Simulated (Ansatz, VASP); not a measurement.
# Cross-check of NiGe between VASP and Ansatz

One calculation is typed for both programs; each brings its own data sets. How far apart do they land? The structure shown is the end of the Ansatz relaxation below.

Method: plane waves, with VASP 6.6.1 beside it; single point at PBEsol, in Ansatz 0.2.0.

## Step 1: The starting structure

Symmetry: Pnma, No. 62, orthorhombic system. The conventional cell has a = 5.294 Å, b = 3.412 Å, c = 5.848 Å, α = 90.00°, β = 90.00°, γ = 90.00°. Nearest to Ge lie 6 Ni at 2.33 to 2.50 Å. Ni has 6 Ge at 2.33 to 2.50 Å nearest. Farther neighbours are not listed.

## Step 2: Ansatz: relaxation, PBEsol

Ansatz runs on its PAW soft_1 files.

This run makes the geometry at which the two programs are then compared.

File input.yaml:

```yaml
crystal:
  lattice:
    - [5.27615267, 0.0, 0.0]
    - [0.0, 3.431584855, 0.0]
    - [0.0, 0.0, 5.84828016]
  atoms:
    - { symbol: Ge, position: [0.3113836, 0.75, 0.088944] }
    - { symbol: Ge, position: [0.1886164, 0.25, 0.588944] }
    - { symbol: Ge, position: [0.8113836, 0.75, 0.411056] }
    - { symbol: Ge, position: [0.6886164, 0.25, 0.911056] }
    - { symbol: Ni, position: [0.0071332, 0.25, 0.18917] }
    - { symbol: Ni, position: [0.4928668, 0.75, 0.68917] }
    - { symbol: Ni, position: [0.5071332, 0.25, 0.31083] }
    - { symbol: Ni, position: [0.9928668, 0.75, 0.81083] }
kpoints:
  mp_grid: { grid: [8, 13, 8] }
scf:
  occupations: { method: fermi_dirac, width: 0.05 }
hamiltonian:
  xc: pbesol
  pseudopotentials: { kind: paw, azcp: { folder: soft_1 }, xc_functional: pbe }
basis:
  ecutwfc: 600
output:
  forces: true
  stress: true
  write_density: true
  write_potential: true
  elf: true
  volumetric_format: npy
relax:
  f_tol: 0.005
  max_steps: 70
  cell: { stress_tol: 0.02, p_target: 0, fix: [c, alpha, beta, gamma] }
```

Command:

```
ansatz run input.yaml --threads 4 --pin off --max-ram 10240MiB --backend cpu --events-out ev --progress --plain --runs-dir out
```

Numbers of over 12 decimals in the logs are rounded to 6 here.

What it wrote:

```text
Engine: ansatz 0.2.0, aarch64-unknown-linux-gnu
Pseudopotentials: kind: paw
Pseudopotential: Ge, paw, valence charge 14, recommended cutoff 420 eV (normal), soft_1/Ge.paw.azcp
Pseudopotential: Ni, paw, valence charge 18, recommended cutoff 420 eV (normal), soft_1/Ni.paw.azcp
Functional definition: PBEsol
  exchange = pbesol_x
  correlation = pbesol_c
Crystal: 8 atoms, lattice volume = 105.886 Å³
Basis set: ecut = 600 eV, 3543 PW (Γ), exchange–correlation on 90×60×96 points (8 copies of the dense FFT grid, shifted against one another)
Bands: 77, of which v1, the nominal top of the filled ones, is band 64 counted from 1 (63 counted from 0)
Symmetry: 8 space group operations
Space group: Pnma (ITA 62), of the structure as read, at distance tolerance 4.7e-5 Å
k-points: 175 of 832
Non-local potential: Ge, projectors of the file, l = 0: 2, l = 1: 2, l = 2: 3, l = 3: 1
Non-local potential: Ni, projectors of the file, l = 0: 3, l = 1: 2, l = 2: 3, l = 3: 1
PAW form: soft (Blöchl's): semilocal exchange-correlation on the pseudo side does not see the compensation charge
PAW frozen core: Ge, regenerated for the run's functional, and the local potential with it (the file was generated under x = pbe(κ = 0.804, μ = 0.219515), c = pbe(β = 0.066725))
PAW frozen core: Ni, regenerated for the run's functional, and the local potential with it (the file was generated under x = pbe(κ = 0.804, μ = 0.219515), c = pbe(β = 0.066725))
PAW one-centre angular grid: Ge, 590 points (default); XC on 64 Gauss nodes
PAW one-centre angular grid: Ni, 590 points (default); XC on 64 Gauss nodes
Initial density: superposition of atomic densities (chi_scale 0.1, normalization cell, long waves kept (reshape's long-wave potential 0.00 eV rms))
Initial wavefunctions: pseudopotential atomic-orbital guess
Functional: x = pbesol(κ = 0.804, μ = 0.123457), c = pbesol(β = 0.046)
SCF iter   1: F=—  HF=-40240.815329 eV  |F-HF|=—  |Δ(HF+E_count)|=         —  Δρ=1.54e-1  dr2=2.41e1  ethr=3.10e-3  ⟨swp⟩=4.4  Hψ=51389  notcnv=0  defer=203
preconditioner: auto → Kerker (q_TF=auto, 2.816 Å⁻¹)  [metal: Δε(μ)=0.009 eV  Ē_g=16.478 eV  σ=0.050 eV  W_gap=0.05  n_scr=38 (ndim 8)  ℏωp=35.4 eV  f_vac=0.000  D(μ)=2.09/eV (n_scr^D=10)]
SCF iter   2: F=—  HF=-40238.037933 eV  |F-HF|=—  |Δ(HF+E_count)|=    2.78e0  Δρ=4.71e-2  dr2=4.07e0  ethr=3.10e-3  ⟨swp⟩=3.0  Hψ=21956  notcnv=0  defer=802
SCF iter   3: F=—  HF=-40237.120011 eV  |F-HF|=—  |Δ(HF+E_count)|=   9.18e-1  Δρ=2.37e-2  dr2=1.11e0  ethr=3.10e-3  ⟨swp⟩=2.1  Hψ=16856  notcnv=0  defer=807
SCF iter   4: F=—  HF=-40236.920544 eV  |F-HF|=—  |Δ(HF+E_count)|=   1.99e-1  Δρ=1.11e-2  dr2=7.65e-2  ethr=8.67e-4  ⟨swp⟩=2.5  Hψ=18984  notcnv=0  defer=805
SCF iter   5: F=—  HF=-40236.913571 eV  |F-HF|=—  |Δ(HF+E_count)|=   6.97e-3  Δρ=5.70e-3  dr2=3.13e-2  ethr=5.98e-5  ⟨swp⟩=2.8  Hψ=26832  notcnv=0  defer=796
SCF iter   6: F=—  HF=-40236.911012 eV  |F-HF|=—  |Δ(HF+E_count)|=   2.56e-3  Δρ=1.15e-3  dr2=1.83e-3  ethr=2.45e-5  ⟨swp⟩=2.0  Hψ=14236  notcnv=0  defer=796
SCF iter   7: F=—  HF=-40236.910744 eV  |F-HF|=—  |Δ(HF+E_count)|=   2.69e-4  Δρ=3.66e-4  dr2=1.56e-4  ethr=1.43e-6  ⟨swp⟩=2.0  Hψ=21413  notcnv=0  defer=796
SCF iter   8: F=—  HF=-40236.910557 eV  |F-HF|=—  |Δ(HF+E_count)|=   1.87e-4  Δρ=1.47e-4  dr2=2.79e-5  ethr=1.22e-7  ⟨swp⟩=2.0  Hψ=19873  notcnv=0  defer=796
SCF iter   9: F=—  HF=-40236.910622 eV  |F-HF|=—  |Δ(HF+E_count)|=   6.55e-5  Δρ=2.63e-5  dr2=6.12e-7  ethr=2.18e-8  ⟨swp⟩=2.0  Hψ=21766  notcnv=0  defer=796
SCF iter  10: F=-40236.910622 eV  HF=-40236.910622 eV  |F-HF|=1.57e-8  |Δ(HF+E_count)|=   2.25e-7  Δρ=6.26e-6  dr2=3.46e-8  ethr=7.81e-11  ⟨swp⟩=8.1  Hψ=93009  notcnv=0
SCF 1 converged in 10 iterations: F = -40236.910622 eV  dr2 = 3.46e-8
  Residual-converged pass: ⟨swp⟩=1.0  Hψ=14180  notcnv=0  max |occ|·‖R‖ = 7.1e-9 eV (tolerance 1.0e-8 eV)  dr2=3.46e-8  dr2_onsite=1.21e-8  max |Δocc| = 3.0e-11
  greatest PAW one-centre occupation: 1.001 electrons in one spin orbital (limit 2), on the Ni atom at site 7 (counted from 0), in its partial waves of l = 1
relax step   1: F+E_penalty+E_count = -40236.91062196 eV  Δ(F+E_penalty+E_count) = +0.000e0 eV  max|allowed force component| = 1.062e-1 eV/Å  Δτ_max = 0.0000 Å  P = -1.378 GPa  Ω = 105.886 Å³  fix = [c, alpha, beta, gamma]  reactions: c -3.540 GPa  (10 SCF iters, dr2 threshold 1.00e-7 eV, accepted)
Crystal: 8 atoms, lattice volume = 105.782 Å³
Basis set: ecut = 600 eV, 3535 PW (Γ), exchange–correlation on 90×60×96 points (8 copies of the dense FFT grid, shifted against one another)
Initial density: handed on by an earlier stage of this run
Initial wavefunctions: those handed on with the density
[...]
Initial wavefunctions: pseudopotential atomic-orbital guess (no wavefunctions were taken with the density)
[...]
preconditioner: auto → Kerker (q_TF=auto, 2.817 Å⁻¹)  [metal: Δε(μ)=0.006 eV  Ē_g=16.931 eV  σ=0.050 eV  W_gap=0.03  n_scr=38 (ndim 8)  ℏωp=35.4 eV  f_vac=0.000  D(μ)=2.51/eV (n_scr^D=10)]
[...]
SCF iter   4: F=—  HF=-40236.917650 eV  |F-HF|=—  |Δ(HF+E_count)|=  8.00e-11  Δρ=1.90e-7  dr2=3.99e-11  ethr=1.00e-12  ⟨swp⟩=2.0  Hψ=16972  notcnv=0
iter 5 did not close the SCF: its close was put off for the readings that it lacked (scf_convergence_deferred on its scf_iter line)
SCF iter   5: F=-40236.917650 eV  HF=-40236.917650 eV  |F-HF|=1.46e-11  |Δ(HF+E_count)|=  1.46e-11  Δρ=9.34e-8  dr2=1.03e-11  ethr=1.00e-12  ⟨swp⟩=1.0  Hψ=13475  notcnv=0
iter 6 did not close the SCF: its close was put off for the readings that it lacked (scf_convergence_deferred on its scf_iter line)
SCF iter   6: F=-40236.917650 eV  HF=-40236.917650 eV  |F-HF|=0.00e0  |Δ(HF+E_count)|=  7.28e-12  Δρ=2.34e-8  dr2=4.82e-13  ethr=1.00e-12  ⟨swp⟩=1.0  Hψ=13475  notcnv=0
iter 7 did not close the SCF: its close was put off for the readings that it lacked (scf_convergence_deferred on its scf_iter line)
SCF iter   7: F=-40236.917650 eV  HF=-40236.917650 eV  |F-HF|=0.00e0  |Δ(HF+E_count)|=  7.28e-12  Δρ=2.92e-8  dr2=5.35e-13  ethr=1.00e-12  ⟨swp⟩=1.0  Hψ=13475  notcnv=0
iter 8 did not close the SCF: its close was put off for the readings that it lacked (scf_convergence_deferred on its scf_iter line)
SCF iter   8: F=-40236.917650 eV  HF=-40236.917650 eV  |F-HF|=7.28e-12  |Δ(HF+E_count)|=  7.28e-12  Δρ=4.41e-9  dr2=1.08e-14  ethr=1.00e-12  ⟨swp⟩=1.0  Hψ=13475  notcnv=0
SCF iter   9: F=-40236.917650 eV  HF=-40236.917650 eV  |F-HF|=7.28e-12  |Δ(HF+E_count)|=    0.00e0  Δρ=1.30e-9  dr2=1.32e-15  ethr=1.00e-12  ⟨swp⟩=3.0  Hψ=49758  notcnv=0
SCF 6 converged in 9 iterations: F = -40236.917650 eV  dr2 = 1.32e-15
relax step   6: F+E_penalty+E_count = -40236.91764992 eV  Δ(F+E_penalty+E_count) = +3.508e-5 eV  max|allowed force component| = 6.470e-4 eV/Å  Δτ_max = 0.0000 Å  P = -0.779 GPa  Ω = 105.628 Å³  fix = [c, alpha, beta, gamma]  reactions: c -2.335 GPa  stress off target by 3.27e-3 GPa on what of the cell is left free  SCF on the basis re-selected at this cell (its energy is not comparable with the rows above)  (9 SCF iters)
basis re-selected at this cell: Δ(F+E_penalty+E_count) = +3.508e-5 eV, ΔP = +0.000 GPa vs the last step (what re-selecting the basis moved, of the pressure what is left beyond the Pulay correction that the steps carried, after the strain that the cell walked since its last selection, with what the two solves' SCF thresholds leave and, on support functions, any second-order correction that the steps lacked; it is no m [...]
SCF converged after 9 iterations
Free energy (F): -40236.917650 eV
Harris-Foulkes:  -40236.917650 eV  (|F-HF|=7.28e-12)
Internal energy: -40236.896889 eV  (E = F + TS)
E sigma→0 (E₀):  -40236.907269 eV
Entropy (-TS):   -0.020761 eV (-2.595 meV/atom)
Fermi energy:    15.569436 eV
--- Per-component energies (eV) ---
  E_band       = -1566.581462
  E_kinetic    = 1746.742949
  E_local      = -19616.949663  (includes V_loc(G=0)·N_el)
  E_nonlocal   = 419.351686
  E_hartree    = 10151.699040
  E_xc         = -739.304257
  E_vxc        = -850.499161  (∫ρ·V_xc dr)
  E_paw        = -14385.594019  (= ΣΔE_a)
  E_vpaw       = -3568.626378  (= ΣTr[D̂ρ^β])
  E_aug_tail   = 0.001030  (compensation charges beyond the density's cutoff)
  E_ewald      = -17817.304561
  E_core_change = 4.460908  (= ΣΔE_core)
  E_smearing   = -0.020761  (= −TS)
  E_closure    = 0.000000  (closes the sum)
  Σ components = -40236.917650   (vs F -40236.917650, Δ=0.00e0)
--- Forces (eV/Å), atoms counted from 1 ---
  atom   1  Ge    -0.00033705     0.00000000     0.00011071
  atom   2  Ge     0.00033705    -0.00000000     0.00011071
  atom   3  Ge    -0.00033705     0.00000000    -0.00011071
  atom   4  Ge     0.00033705    -0.00000000    -0.00011071
  atom   5  Ni     0.00064699     0.00000000     0.00053164
  atom   6  Ni    -0.00064699     0.00000000     0.00053164
  atom   7  Ni     0.00064699    -0.00000000    -0.00053164
  atom   8  Ni    -0.00064699    -0.00000000    -0.00053164
  max |Σ_I F_I| component: 5.20e-18 eV/Å
--- Stress (GPa, compression-positive) ---
        0.000307      -0.000000      -0.000000
       -0.000000      -0.003274      -0.000000
       -0.000000      -0.000000      -2.335000
  P = ⅓ Tr σ = -0.7793 GPa (-7.793 kbar)
--- Band table (eV; the first three rows and the last of 175) ---
  k-point 0: bands = [... 60 lower, 13.7940, 14.4165, 14.6843, 14.7585, 16.2158, 16.3426, 19.5827, 19.6790, ... 9 higher]
  k-point 1: bands = [... 60 lower, 13.8942, 14.3315, 14.7003, 14.9775, 16.3912, 16.4508, 18.9339, 19.5306, ... 9 higher]
  k-point 2: bands = [... 60 lower, 14.1380, 14.1545, 14.7582, 15.4570, 16.5229, 16.8522, 18.1905, 18.7826, ... 9 higher]
  k-point 174: bands = [... 60 lower, 13.9632, 13.9632, 13.9696, 13.9696, 17.6153, 17.6153, 18.0789, 18.0789, ... 9 higher]
--- Relaxed structure (5 steps of the walk, 5 accepted, 1 SCFs on fresh bases) ---
  F+E_penalty+E_count = -40236.91764992 eV   max|allowed force component| = 6.470e-4 eV/Å   (the final SCF, on the basis selected at the relaxed cell)
  cell:  # Å, volume = 105.6283 Å³
    - [5.293733, 0.0, 0.0]
    - [0.0, 3.411851, 0.0]
    - [0.0, 0.0, 5.84828016]
  atoms:
    - { symbol: Ge, position: [0.309989, 0.75, 0.085468] }
    - { symbol: Ge, position: [0.190011, 0.25, 0.585468] }
    - { symbol: Ge, position: [0.809989, 0.75, 0.414532] }
    - { symbol: Ge, position: [0.690011, 0.25, 0.914532] }
    - { symbol: Ni, position: [0.00579209, 0.25, 0.191129] }
    - { symbol: Ni, position: [0.494208, 0.75, 0.691129] }
    - { symbol: Ni, position: [0.505792, 0.25, 0.308871] }
    - { symbol: Ni, position: [0.994208, 0.75, 0.808871] }
```

## Step 3: VASP: single point, PBEsol

The same cell, functional, mesh and smearing now go to VASP, with its own data sets.

Lines of VASP's logs that name or quote its potential files are left out, and so is its time.

File INCAR:

```
SYSTEM = NiGe
PREC = Accurate
ENCUT = 600
EDIFF = 1E-06
NELM = 120
ISMEAR = -1
SIGMA = 0.05
LREAL = .FALSE.
ALGO = Normal
GGA = PS
NBANDS = 59
LASPH = .TRUE.
LORBIT = 11
LWAVE = .FALSE.
LCHARG = .FALSE.
ISIF = 2
GGA_COMPAT = .FALSE.
KPAR = 2
```

File POSCAR:

```
NiGe
1.0
    5.2937334240      0.0000000000      0.0000000000
    0.0000000000      3.4118507289      0.0000000000
    0.0000000000      0.0000000000      5.8482801600
Ge Ni
4 4
Direct
    0.3099889769      0.7500000000      0.0854681876
    0.1900110231      0.2500000000      0.5854681876
    0.8099889769      0.7500000000      0.4145318124
    0.6900110231      0.2500000000      0.9145318124
    0.0057920851      0.2500000000      0.1911293660
    0.4942079149      0.7500000000      0.6911293660
    0.5057920851      0.2500000000      0.3088706340
    0.9942079149      0.7500000000      0.8088706340
```

File KPOINTS:

```
Automatic mesh
0
Gamma
8 13 8
0 0 0
```

Potentials, in the order of the species: Ge_d and Ni (PBE family, release 64).

Command:

```
mpirun -np 2 vasp_std
```

What it wrote:

```text
[banner, memory and clock lines left out]
running    2 mpi-ranks, on    1 nodes
 distrk:  each k-point on    1 cores,    2 groups
 distr:  one band on    1 cores,    1 groups

 POSCAR found type information on POSCAR GeNi
 POSCAR found :  2 types and       8 ions
|                                                                             |
|               ----> ADVICE to this user running VASP <----                  |
|                                                                             |
|     You enforced a specific xc type in the INCAR file but a different       |
|     [... a line on the potential file left out ...]
|     I HOPE YOU KNOW WHAT YOU ARE DOING!                                     |
|                                                                             |

 LDA part: xc-table for (Slater+PW92), standard interpolation
 POSCAR, INCAR and KPOINTS ok, starting setup
 FFT: planning ... GRIDC
 FFT: planning ... GRID_SOFT
 FFT: planning ... GRID
 WAVECAR not read
 entering main loop
       N       E                     dE             d eps       ncg     rms          rms(c)
DAV:   1     0.108365554906E+04    0.10837E+04   -0.43675E+04 24389   0.471E+03
DAV:   2     0.184483603340E+03   -0.89917E+03   -0.85524E+03 20650   0.106E+03
DAV:   3    -0.344033771648E+02   -0.21889E+03   -0.20873E+03 20653   0.293E+02
DAV:   4    -0.526033605685E+02   -0.18200E+02   -0.17829E+02 23038   0.954E+01
DAV:   5    -0.530987253417E+02   -0.49536E+00   -0.49371E+00 22607   0.177E+01    0.245E+01
DAV:   6    -0.607748464958E+02   -0.76761E+01   -0.90545E+01 23946   0.998E+01    0.336E+01
DAV:   7    -0.473185147932E+02    0.13456E+02   -0.32603E+01 22459   0.676E+01    0.354E+00
DAV:   8    -0.473670552234E+02   -0.48540E-01   -0.39249E+00 24919   0.136E+01    0.335E+00
DAV:   9    -0.472812963178E+02    0.85759E-01   -0.68544E-01 24692   0.777E+00    0.678E-01
DAV:  10    -0.472791196475E+02    0.21767E-02   -0.55704E-02 22211   0.254E+00    0.338E-01
DAV:  11    -0.472787737793E+02    0.34587E-03   -0.54381E-03 28500   0.566E-01    0.135E-01
DAV:  12    -0.472788139179E+02   -0.40139E-04   -0.40498E-04 26320   0.159E-01    0.478E-02
DAV:  13    -0.472787956387E+02    0.18279E-04   -0.56542E-05 26974   0.861E-02    0.650E-03
DAV:  14    -0.472787959029E+02   -0.26417E-06   -0.13447E-05 19426   0.224E-02    0.418E-03
DAV:  15    -0.472787958145E+02    0.88430E-07   -0.40444E-07 11558   0.493E-03
   1 F= -.47278796E+02 E0= -.47268407E+02  d E =-.207770E-01
```

(Continued in part 2 of 2.)

[Lines on the potential files, build, host, timing and source positions are cut from VASP's logs without a mark.]

[Logs are printed without paths, hosts, clocks, repeated set-up lines and the standing remarks that a program may print on its own settings, such as how far it seeks lower states.]

[Hosts, paths, dates, database ids (printed as entryN), source tags and the programs' standing remarks are cut or masked in the printed files.]
